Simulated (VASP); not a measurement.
Wanted: the native input for a VASP 6.6.1 run.

* Task: relaxation of cell and atoms
* Functional: PBE
* Potentials or basis: VASP PAW PBE potentials, release 64 (P, Hg, Ni)
* Cutoff: 600 eV
* k mesh: 5 × 5 × 5
* Occupations: fermi-dirac, width 0.1 eV
* Spin: no spin polarisation
* Dipole correction: no
* Further INCAR settings: ALGO = Normal; EDIFF = 1e-06; IBRION = 2; EDIFFG = -0.01; NSW = 60; ISIF = 3

The structure of Ni2HgP2 lies in POSCAR:

```
Ni2HgP2
1.0
    0.0000000000      3.9479260000      0.0000000000
    3.9479260000      0.0000000000      0.0000000000
    1.9739630000      1.9739630000     -4.7449990000
P Hg Ni
2 1 2
Direct
    0.3760000000      0.3760000000      0.2480000000
    0.6240000000      0.6240000000      0.7520000000
    0.0000000000      0.0000000000      0.0000000000
    0.7500000000      0.2500000000      0.5000000000
    0.2500000000      0.7500000000      0.5000000000
```

The cell was built by a generator and needn't be a form met in nature.

The input as run:

INCAR

```
PREC = Accurate
ENCUT = 600
EDIFF = 1E-6
ISMEAR = -1
SIGMA = 0.1
LREAL = False
LASPH = True
NELM = 60
ALGO = Normal
ISIF = 3
LWAVE = False
LCHARG = False
GGA = PE
IBRION = 2
NSW = 60
EDIFFG = -0.01
```

KPOINTS

```
Automatic mesh
0
Gamma
  5 5 5
```

Potentials or basis: VASP PAW PBE potentials, release 64 (P, Hg, Ni).

The run is started by

```bash
$ cat potpaw_PBE.64/P/POTCAR potpaw_PBE.64/Hg/POTCAR potpaw_PBE.64/Ni/POTCAR > POTCAR
$ mpirun -np 1 vasp_std > vasp.out
```

It gave:

The relaxed volume is 14.75 Å³/atom, the relaxed cell is a = 4.079 Å, b = 4.079 Å, c = 5.288 Å, α = 67.31°, β = 67.31°, γ = 90.00° and the space group after relaxing (to 0.05 Å) is I4/mmm (No. 139). The energy gained by relaxing is 25.1 meV/atom and the ionic steps are 8. The pressure after relaxing is -0.1 GPa. The largest force after relaxing is 0.006 eV/Å and the band gap on the k mesh is none (metal or under the smearing width).

Wall time 120 s on 1 thread of Intel(R) Xeon(R) 6975P-C (Granite Rapids), on a shared host, peak memory 0.25 GiB.
